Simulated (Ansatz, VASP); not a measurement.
## Cross-check of TiSi between VASP and Ansatz

One calculation is typed for both programs; each brings its own data sets. How far apart do they land? The cell is generated by rule, not measured, and may not be a known phase. Of the first pair: The cell is taken from a series of runs on this material, whose earlier steps may have relaxed, scaled, displaced or heated it; both programs get it as it stands.

Method: plane waves, with VASP 6.6.1 beside it; relaxation of cell and atoms at LDA, in Ansatz 0.2.0.

### 1. Starting point

It takes space group Fm-3m (No. 225, cubic). Conventional cell: a = 4.991 Å, b = 4.991 Å, c = 4.991 Å, α = 90.00°, β = 90.00°, γ = 90.00°. Nearest to Ti lie 6 Si at 2.50 Å. Si has 6 Ti at 2.50 Å nearest. Farther neighbours are not listed.

### 2. VASP: relaxation of cell and atoms, LDA, pair 1

The relaxed volume is the usual yardstick between codes: in a stiff, nearly cubic crystal its relative difference is about their pressure difference at one cell divided by the bulk modulus.

Lines of VASP's logs that name or quote its potential files are left out, and so is its time.

File INCAR:

```
SYSTEM = TiSi
PREC = Accurate
ENCUT = 500
EDIFF = 1E-07
NELM = 120
ISMEAR = 1
SIGMA = 0.15
LREAL = .FALSE.
ALGO = Normal
GGA = CA
NBANDS = 14
LASPH = .TRUE.
LORBIT = 11
LWAVE = .FALSE.
LCHARG = .FALSE.
ISIF = 3
IBRION = 2
NSW = 80
EDIFFG = -0.005
GGA_COMPAT = .FALSE.
NELMIN = 4
KPAR = 2
```

File POSCAR:

```
TiSi
1.0
    0.0000000000      2.4954990000      2.4954990000
    2.4954990000      0.0000000000      2.4954990000
    2.4954990000      2.4954990000      0.0000000000
Ti Si
1 1
Direct
    0.0000000000      0.0000000000      0.0000000000
    0.5000000000      0.5000000000      0.5000000000
```

File KPOINTS:

```
Automatic mesh
0
Gamma
12 12 12
0 0 0
```

PAW data sets: Ti_sv and Si (LDA family, release 64).

Run with:

```bash
> mpirun -np 2 vasp_std
```

Numbers of over 12 decimals in the logs are rounded to 6 here.

What it wrote:

```text
[banner, memory and clock lines left out]
running    2 mpi-ranks, on    1 nodes
 distrk:  each k-point on    1 cores,    2 groups
 distr:  one band on    1 cores,    1 groups

 POSCAR found type information on POSCAR TiSi
 POSCAR found :  2 types and       2 ions
 LDA part: xc-table for (Slater(with rela. corr.)+CA(PZ))
 , standard interpolation
 POSCAR, INCAR and KPOINTS ok, starting setup
 FFT: planning ... GRIDC
 FFT: planning ... GRID_SOFT
 FFT: planning ... GRID
 WAVECAR not read
 entering main loop
       N       E                     dE             d eps       ncg     rms          rms(c)
DAV:   1     0.110576114453E+03    0.11058E+03   -0.77237E+03  2016   0.119E+03
DAV:   2    -0.111612932836E+02   -0.12174E+03   -0.11646E+03  2100   0.320E+02
DAV:   3    -0.175700998470E+02   -0.64088E+01   -0.62622E+01  3094   0.702E+01
DAV:   4    -0.177562125276E+02   -0.18611E+00   -0.18553E+00  2358   0.109E+01
DAV:   5    -0.177620245703E+02   -0.58120E-02   -0.58119E-02  2980   0.178E+00    0.124E+01
DAV:   6    -0.156840777081E+02    0.20779E+01   -0.85240E+00  2510   0.382E+01    0.418E+00
DAV:   7    -0.155287529590E+02    0.15532E+00   -0.14947E+00  2268   0.149E+01    0.300E+00
DAV:   8    -0.155523959068E+02   -0.23643E-01   -0.19936E-01  2422   0.556E+00    0.176E+00
DAV:   9    -0.155155904539E+02    0.36805E-01   -0.75899E-02  2282   0.379E+00    0.328E-01
DAV:  10    -0.155157837546E+02   -0.19330E-03   -0.27047E-03  2364   0.449E-01    0.300E-01
DAV:  11    -0.155160556854E+02   -0.27193E-03   -0.44048E-04  2358   0.257E-01    0.236E-01
DAV:  12    -0.155157668503E+02    0.28884E-03   -0.55806E-04  2496   0.337E-01    0.388E-02
DAV:  13    -0.155157686980E+02   -0.18476E-05   -0.19970E-05  2200   0.419E-02    0.183E-02
DAV:  14    -0.155157684411E+02    0.25689E-06   -0.64555E-07  3120   0.711E-03    0.522E-03
DAV:  15    -0.155157683081E+02    0.13295E-06   -0.31401E-07  2460   0.708E-03    0.798E-04
DAV:  16    -0.155157683092E+02   -0.10116E-08   -0.17735E-08  1080   0.121E-03
   1 F= -.15515768E+02 E0= -.15515758E+02  d E =-.155158E+02
 curvature:   0.00 expect dE= 0.000E+00 dE for cont linesearch  0.000E+00
 trial: gam= 0.00000 g(F)=  0.188E-61 g(S)=  0.882E-04 ort = 0.000E+00 (trialstep = 0.100E+01)
 search vector abs. value=  0.882E-04
 bond charge predicted
       N       E                     dE             d eps       ncg     rms          rms(c)
DAV:   1    -0.155171968334E+02   -0.14285E-02   -0.23703E-02  2436   0.215E+00    0.345E-01
DAV:   2    -0.155160554532E+02    0.11414E-02   -0.66912E-03  2292   0.118E+00    0.110E-01
DAV:   3    -0.155157507329E+02    0.30472E-03   -0.81816E-04  2334   0.380E-01    0.329E-02
DAV:   4    -0.155157513775E+02   -0.64456E-06   -0.19082E-04  2652   0.107E-01    0.182E-02
DAV:   5    -0.155157692395E+02   -0.17862E-04   -0.23349E-05  2364   0.327E-02    0.929E-03
DAV:   6    -0.155157758679E+02   -0.66283E-05   -0.20883E-05  3082   0.205E-02    0.480E-03
DAV:   7    -0.155157759607E+02   -0.92823E-07   -0.52248E-07  2040   0.673E-03
   2 F= -.15515776E+02 E0= -.15515766E+02  d E =-.765155E-05
 trial-energy change:   -0.000008  1 .order   -0.000011   -0.000088    0.000066
 step:   0.5386(harm=  0.5722)  dis= 0.00000  next Energy=   -15.515792 (dE=-0.232E-04)
 bond charge predicted
       N       E                     dE             d eps       ncg     rms          rms(c)
DAV:   1    -0.155160948272E+02   -0.31896E-03   -0.50376E-03  2436   0.992E-01    0.159E-01
DAV:   2    -0.155158505496E+02    0.24428E-03   -0.13999E-03  2286   0.541E-01    0.506E-02
DAV:   3    -0.155157872779E+02    0.63272E-04   -0.17410E-04  2340   0.174E-01    0.154E-02
DAV:   4    -0.155157871920E+02    0.85849E-07   -0.40922E-05  2664   0.498E-02    0.844E-03
DAV:   5    -0.155157909154E+02   -0.37233E-05   -0.49741E-06  2310   0.153E-02    0.412E-03
DAV:   6    -0.155157922991E+02   -0.13838E-05   -0.44246E-06  3046   0.915E-03    0.226E-03
DAV:   7    -0.155157923188E+02   -0.19623E-07   -0.10831E-07  1830   0.322E-03
   3 F= -.15515792E+02 E0= -.15515782E+02  d E =-.240096E-04
 curvature:  -0.28 expect dE=-0.105E-07 dE for cont linesearch -0.105E-07
 trial: gam= 0.00000 g(F)=  0.138E-60 g(S)=  0.371E-07 ort =-0.181E-05 (trialstep = 0.908E+00)
 search vector abs. value=  0.372E-07
 reached required accuracy - stopping structural energy minimisation
```

Parts of OUTCAR (step 2):

```text
ion  position               nearest neighbor table
   1  0.000  0.000  0.000-   2 2.50   2 2.50   2 2.50   2 2.50   2 2.50   2 2.50
   2  0.500  0.500  0.500-   1 2.50   1 2.50   1 2.50   1 2.50   1 2.50   1 2.50

  LATTYP: Found a face centered cubic cell.
 ALAT       =     4.9909980000

 Subroutine GETGRP returns: Found 48 space group operations
 (whereof 48 operations were pure point group operations)

The static configuration has the point symmetry O_h .

 Found     72 irreducible k-points:

   k-points           NKPTS =     72   k-points in BZ     NKDIM =     72   number of bands    NBANDS=     14

   dimension x,y,z NGX =    28 NGY =   28 NGZ =   28
   dimension x,y,z NGXF=    56 NGYF=   56 NGZF=   56

   ENCUT  =  500.0 eV  36.75 Ry    6.06 a.u.   6.43  6.43  6.43*2*pi/ulx,y,z

   NELECT =      16.0000    total number of electrons

 k-points in reciprocal lattice and weights: Automatic mesh
   0.00000000  0.00000000  0.00000000       0.001
   0.08333333  0.00000000  0.00000000       0.005
   0.16666667  0.00000000  0.00000000       0.005
   0.25000000  0.00000000  0.00000000       0.005
   0.33333333  0.00000000  0.00000000       0.005
   0.41666667  0.00000000  0.00000000       0.005
   0.50000000  0.00000000  0.00000000       0.002
   0.08333333  0.08333333  0.00000000       0.003
   0.16666667  0.08333333  0.00000000       0.014
[...]
-0.33333333  0.50000000  0.16666667       0.007
  -0.25000000  0.50000000  0.25000000       0.003

 average (electrostatic) potential at core
       1 -71.8613       2 -81.3660

 E-fermi :   8.7346

 k-point     1 :       0.0000    0.0000    0.0000
  band No.  band energies     occupation
    ...
      4     -23.8918      2.00000
      5      -1.6531      2.00000
      6       8.6655      1.69537
      7       8.6655      1.69536
      8       8.6655      1.69536
      9       9.1086     -0.00238
     10       9.1086     -0.00238
     11      12.2993      0.00000
     12      12.2993      0.00000
     13      12.2993      0.00000
    ...

 k-point     2 :       0.0833    0.0000    0.0000
  band No.  band energies     occupation
    ...
      4     -23.8930      2.00000
      5      -1.5249      2.00000
      6       8.4191      2.01130
      7       8.6402      1.86531
      8       8.6402      1.86531
      9       8.9725     -0.04745
     10       8.9725     -0.04744
     11      12.0742      0.00000
     12      12.6501      0.00000
     13      12.6501      0.00000
    ...

 k-point     3 :       0.1667    0.0000    0.0000
  band No.  band energies     occupation
    ...
      4     -23.8961      2.00000
      5      -1.1464      2.00000
      6       7.7012      2.00000
      7       8.2231      2.00002
      8       8.2231      2.00002
      9       9.1237     -0.00151
     10       9.1237     -0.00151
     11      11.6550     -0.00000
     12      13.4548      0.00000
     13      13.4548      0.00000
    ...

  Total       -0.0007157     -0.0007157     -0.0007157     -0.0000000      0.0000000     -0.0000000
  in kB       -0.0368405     -0.0368405     -0.0368405     -0.0000000      0.0000000     -0.0000000
  external PRESSURE =      -0.0368405 kB  Pullay stress =       0.0000000 kB

  energy-cutoff  :      500.00
  volume of cell :       31.12
      direct lattice vectors                 reciprocal lattice vectors
     0.000000000  2.496630873  2.496630873    -0.200269894  0.200269894  0.200269894
     2.496630873 -0.000000000  2.496630873     0.200269894 -0.200269894  0.200269894
     2.496630873  2.496630873  0.000000000     0.200269894  0.200269894 -0.200269894

 POSITION                                       TOTAL-FORCE (eV/Angst)
 -----------------------------------------------------------------------------------
      0.00000      0.00000      0.00000        -0.000000     -0.000000     -0.000000
      2.49663      2.49663      2.49663         0.000000      0.000000      0.000000
 -----------------------------------------------------------------------------------
    total drift:                               -0.000000      0.000000      0.000000

  FREE ENERGIE OF THE ION-ELECTRON SYSTEM (eV)
  ---------------------------------------------------
  free  energy   TOTEN  =       -15.5157923188 eV

  energy  without entropy=      -15.5157611506  energy(sigma->0) =      -15.51578193

 reached required accuracy - stopping structural energy minimisation

 total charge
# of ion       s       p       d       tot
------------------------------------------
    1        2.176   6.138   2.091  10.406
    2        0.817   0.974   0.000   1.791
--------------------------------------------------
tot          2.994   7.112   2.091  12.197

[... 3 further parts left out ...]
```

CONTCAR:

```
TiSi
   1.00000000000000
     0.0000000000000000    2.4966308727629816    2.4966308727629816
     2.4966308727629816   -0.0000000000000000    2.4966308727629816
     2.4966308727629816    2.4966308727629816    0.0000000000000000
  Ti              Si
     1     1
Direct
     0.0000000000000000    0.0000000000000000    0.0000000000000000
     0.5000000000000000    0.5000000000000000    0.5000000000000000
```

The run keeps the 48 symmetry operations of its start, so it cannot find a distortion of lower symmetry.

### 3. Ansatz: relaxation of cell and atoms, LDA, pair 1

Ansatz runs on its default PAW (the set named soft_2) files.

The same cell, functional (in two slightly different forms), mesh and smearing now go to Ansatz, which takes its cutoff from its data sets.

File input.yaml:

```yaml
crystal:
  lattice:
    - [0.0, 2.4954991486, 2.4954991486]
    - [2.4954991486, 0.0, 2.4954991486]
    - [2.4954991486, 2.4954991486, 0.0]
  atoms:
    - { symbol: Ti, position: [0.0, 0.0, 0.0] }
    - { symbol: Si, position: [0.5, 0.5, 0.5] }
kpoints:
  mp_grid: { grid: [12, 12, 12] }
hamiltonian:
  xc: lda
scf:
  occupations: { method: methfessel_paxton, width: 0.15 }
output:
  forces: true
  stress: true
  eigenvalues: true
relax:
  adjacent_minimum: "off"
  f_tol: 0.001
  max_steps: 60
  cell: { stress_tol: 0.01 }
```

Run with:

```bash
> ansatz run input.yaml --threads 4 --pin off --max-ram 7168MiB --backend cpu --events-out ev --progress --plain --runs-dir out
```

What it wrote:

```text
Engine: ansatz 0.2.0, aarch64-unknown-linux-gnu
Pseudopotentials: kind: paw
Pseudopotential: Ti, paw, valence charge 12, recommended cutoff 420 eV (normal), Ti.paw.azcp
Pseudopotential: Si, paw, valence charge 4, recommended cutoff 420 eV (normal), Si.paw.azcp
Functional definition: SPW92
  exchange = slater_x
  correlation = pw_c
Crystal: 2 atoms, lattice volume = 31.082 Å³
Basis set: ecut = 420 eV, 609 PW (Γ)
Bands: 12, of which v1, the nominal top of the filled ones, is band 8 counted from 1 (7 counted from 0)
Symmetry: 48 space group operations
Space group: Fm-3m (ITA 225), of the structure as read, at distance tolerance 3.1e-5 Å
k-points: 72 of 1728
Non-local potential: Ti, projectors of the file, l = 0: 3, l = 1: 2, l = 2: 3, l = 3: 1
Non-local potential: Si, projectors of the file, l = 0: 2, l = 1: 2, l = 2: 2
PAW form: soft (Blöchl's): semilocal exchange-correlation on the pseudo side does not see the compensation charge
PAW frozen core: Ti, regenerated for the run's functional, and the local potential with it (the file was generated under x = pbe(κ = 0.804, μ = 0.219515), c = pbe(β = 0.066725))
PAW frozen core: Si, regenerated for the run's functional, and the local potential with it (the file was generated under x = pbe(κ = 0.804, μ = 0.219515), c = pbe(β = 0.066725))
PAW one-centre angular grid: Ti, 590 points (default); XC on 64 Gauss nodes
PAW one-centre angular grid: Si, 110 points (default); XC on 64 Gauss nodes
Initial density: superposition of atomic densities (neutral atoms: chi_scale 0, normalization atom), corrected by the library's trained network
Initial wavefunctions: pseudopotential atomic-orbital guess
Functional: x = slater, c = lda
SCF iter   1: F=—  HF=-3059.964816 eV  |F-HF|=—  |Δ(HF+E_count)|=         —  Δρ=7.51e-3  dr2=1.37e-2  ethr=1.77e-3  ⟨swp⟩=5.0  Hψ=4664  notcnv=0
preconditioner: auto → none  [metal: Δε(μ)=0.044 eV  Ē_g=5.914 eV  σ=0.150 eV  W_gap=0.24  n_scr=8 (ndim 8)  ℏωp=18.8 eV  f_vac=0.000  D(μ)=0.62/eV (n_scr^D=0)  sad-step TF]
SCF iter   2: F=—  HF=-3059.962274 eV  |F-HF|=—  |Δ(HF+E_count)|=   2.54e-3  S|Δr|=    0.00e0  Δρ=4.37e-3  dr2=5.10e-3  ethr=8.57e-5  ⟨swp⟩=1.0  Hψ=1440  notcnv=0
SCF iter   3: F=—  HF=-3059.960716 eV  |F-HF|=—  |Δ(HF+E_count)|=   1.56e-3  S|Δr|=    0.00e0  Δρ=3.10e-4  dr2=2.16e-5  ethr=3.19e-5  ⟨swp⟩=2.0  Hψ=1124  notcnv=0
SCF iter   4: F=—  HF=-3059.960708 eV  |F-HF|=—  |Δ(HF+E_count)|=   7.11e-6  S|Δr|=    0.00e0  Δρ=6.28e-5  dr2=5.97e-7  ethr=1.35e-7  ⟨swp⟩=2.8  Hψ=1469  notcnv=0
SCF iter   5: F=-3059.960708 eV  HF=-3059.960708 eV  |F-HF|=8.51e-8  |Δ(HF+E_count)|=   2.49e-7  S|Δr|=    0.00e0  Δρ=2.14e-5  dr2=7.99e-8  ethr=6.25e-10  ⟨swp⟩=5.2  Hψ=3946  notcnv=0
SCF 1 converged in 5 iterations: F = -3059.960708 eV  dr2 = 7.99e-8
  greatest PAW one-centre occupation: 0.999 electrons in one spin orbital (limit 2), on the Ti atom at site 0 (counted from 0), in its partial waves of l = 0
relax step   1: F+E_penalty+E_count = -3059.96070815 eV  Δ(F+E_penalty+E_count) = +0.000e0 eV  max|allowed force component| = 3.024e-30 eV/Å  Δτ_max = 0.0000 Å  P = -0.018 GPa  Ω = 31.082 Å³  (5 SCF iters, dr2 threshold 1.00e-7 eV, accepted)
[...]
relax step   2: F+E_penalty+E_count = -3059.96070950 eV  Δ(F+E_penalty+E_count) = -1.349e-6 eV  max|allowed force component| = 2.892e-30 eV/Å  Δτ_max = 0.0000 Å  P = -0.002 GPa  Ω = 31.078 Å³  energy of the carried Pulay correction = +1.068e-6 eV  (3 SCF iters, dr2 threshold 8.10e-10 eV, accepted)
[...]
relax step   3: F+E_penalty+E_count = -3059.96070543 eV  Δ(F+E_penalty+E_count) = +4.078e-6 eV  max|allowed force component| = 1.972e-30 eV/Å  Δτ_max = 0.0000 Å  P = -0.002 GPa  Ω = 31.078 Å³  stress off target by 2.30e-3 GPa  SCF on the basis re-selected at this cell (its energy is not comparable with the rows above)  (3 SCF iters)
basis re-selected at this cell: Δ(F+E_penalty+E_count) = +4.078e-6 eV, ΔP = -0.000 GPa vs the last step (what re-selecting the basis moved, of the pressure what is left beyond the Pulay correction that the steps carried, after the strain that the cell walked since its last selection, with what the two solves' SCF thresholds leave and, on support functions, any second-order correction that the steps lacked; it is no m [...]
SCF converged after 3 iterations
Stability not checked: this state was not tested for a lower state beside it, because cold or Methfessel-Paxton smearing, or corrected tetrahedra, fill the levels in a way that the test cannot read (fill_not_monotonic; see scf.lower_state_search)
Free energy (F): -3059.960705 eV
Harris-Foulkes:  -3059.960705 eV  (|F-HF|=9.09e-13)
Internal energy: -3059.960673 eV  (E = F + TS)
E sigma→0 (E₀):  -3059.960697 eV
Entropy (-TS):   -0.000033 eV (-0.016 meV/atom)
Fermi energy:    11.680806 eV
--- Per-component energies (eV) ---
  E_band       = -150.308698
  E_kinetic    = 316.445258
  E_local      = -977.300470  (includes V_loc(G=0)·N_el)
  E_nonlocal   = 40.497744
  E_hartree    = 408.294943
  E_xc         = -153.453322
  E_vxc        = -171.264734  (∫ρ·V_xc dr)
  E_paw        = -1485.661419  (= ΣΔE_a)
  E_vpaw       = -175.276501  (= ΣTr[D̂ρ^β])
  E_aug_tail   = 0.000096  (compensation charges beyond the density's cutoff)
  E_ewald      = -1209.193783
  E_core_change = 0.410281  (= ΣΔE_core)
  E_smearing   = -0.000033  (= −TS)
  E_closure    = -0.000000  (closes the sum)
  Σ components = -3059.960705   (vs F -3059.960705, Δ=0.00e0)
--- Forces (eV/Å), atoms counted from 1 ---
  atom   1  Ti    -0.00000000     0.00000000    -0.00000000
  atom   2  Si     0.00000000     0.00000000     0.00000000
  max |Σ_I F_I| component: 2.63e-30 eV/Å
--- Stress (GPa, compression-positive) ---
       -0.002298      -0.000000      -0.000000
       -0.000000      -0.002298      -0.000000
       -0.000000      -0.000000      -0.002298
  P = ⅓ Tr σ = -0.0023 GPa (-0.023 kbar)
--- Band table (eV; the first three rows and the last of 72) ---
  k-point 0: bands = [... 4 lower, 1.2679, 11.6125, 11.6125, 11.6125, 12.0586, 12.0586, 15.2472, 15.2472]
  k-point 1: bands = [... 4 lower, 1.3968, 11.3652, 11.5872, 11.5872, 11.9215, 11.9215, 15.0221, 15.5995]
  k-point 2: bands = [... 4 lower, 1.7767, 10.6450, 11.1692, 11.1692, 12.0723, 12.0723, 14.6031, 16.4068]
  k-point 71: bands = [... 4 lower, 4.8558, 8.6549, 8.6549, 9.6401, 13.7238, 13.7238, 13.9141, 13.9691]
--- Relaxed structure (2 steps of the walk, 2 accepted, 1 SCFs on fresh bases) ---
  F+E_penalty+E_count = -3059.96070543 eV   max|allowed force component| = 1.972e-30 eV/Å   (the final SCF, on the basis selected at the relaxed cell)
  cell:  # Å, volume = 31.0777 Å³
    - [0, 2.495397, 2.495397]
    - [2.495397, 0, 2.495397]
    - [2.495397, 2.495397, 0]
  atoms:
    - { symbol: Ti, position: [0, 0, 0] }
    - { symbol: Si, position: [0.500000, 0.500000, 0.500000] }
```

Reading the cycles: dr2 is the Hartree energy of the density residual (eV), the measure of convergence; HF is the Harris–Foulkes estimate of the energy, which meets the free energy F at convergence.

### 4. Side by side

Known differences besides the potentials themselves: the two LDA forms differ slightly; the cutoff is 420 eV in Ansatz and 500 eV in VASP; VASP's log shows a relativistic correction to its local exchange, Ansatz's none; Ansatz adds a Pulay correction to the stress that steers its cell, VASP none. Total energies have different zeros and are not compared.

The two programs side by side:

| quantity | Ansatz | VASP | difference |
| --- | --- | --- | --- |
| volume (Å³) | 31.08 | 31.12 | -0.15 % |
| edge a after relaxation, in the typed setting (Å) | 3.529 | 3.531 | -0.05 % |

[end of part 1 of 2]

[Lines on the potential files, build, host, timing and source positions are cut from VASP's logs without a mark.]

[Logs are printed without paths, hosts, clocks, repeated set-up lines and the standing remarks that a program may print on its own settings, such as how far it seeks lower states.]

[Hosts, paths, dates, database ids (printed as entryN), source tags and the programs' standing remarks are cut or masked in the printed files.]
